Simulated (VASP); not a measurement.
ClH, in a box:

```xyz
2
Lattice="11.7297 0.0000 0.0000 0.0000 12.2297 0.0000 0.0000 0.0000 12.7297" Properties=species:S:1:pos:R:3 pbc="T T T"
Cl    6.0032    6.7797    6.2622
H     5.7246    5.5415    6.4690
```

Base run:

```yaml
Program: VASP 6.6.1
Functional: RPBE
Potentials_or_basis: VASP PAW PBE potentials, release 64 (Cl, H)
Cutoff: 400 eV
k_mesh: 1 × 1 × 1
Occupations: gaussian, width 0.01 eV
Spin: no spin polarisation
```

Its results: gap between the frontier levels 6.78 eV.

The run is repeated on the same cell with these changes: functional from RPBE to PBE. What comes out?

Gap between the frontier levels 6.85 eV.

